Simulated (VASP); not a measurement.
Ag (fcc): the cohesive energy from VASP (plane waves, PAW) at several levels of theory. Atoms are spin-polarised in a large box without symmetry, with the spin fixed by Hund's rule, and may not be in the lowest state of each functional; no zero-point energy is added.

| level | cohesive energy (eV/atom) | error against measurement |
|---|---|---|
| LDA | 3.63 | +22.2 % |
| PBE | 2.51 | -15.4 % |
| PBEsol | 3.07 | +3.4 % |
| SCAN | 2.88 | -3.1 % |

Measured: 2.97 eV/atom at 0 K (as given by Gábor I. Csonka et al., Physical Review B (2009), arXiv:0903.4037; from 0 K enthalpies of formation; zero-point vibration energy (9/8 kB θD) added).

The cell of the LDA run:

```
Ag
1.0
    0.00000     2.00161     2.00161
    2.00161     0.00000     2.00161
    2.00161     2.00161     0.00000
Ag
1
Direct
  0.00000   0.00000   0.00000
```

Only levels that ran to the end are used. Left out are those held back, those with too coarse a band path, GW runs whose mesh misses a band edge, hybrids' fits of cells that aren't cubic and levels without matching references; a question may draw on a part of the rest.

The compound is Ag in the fcc structure.
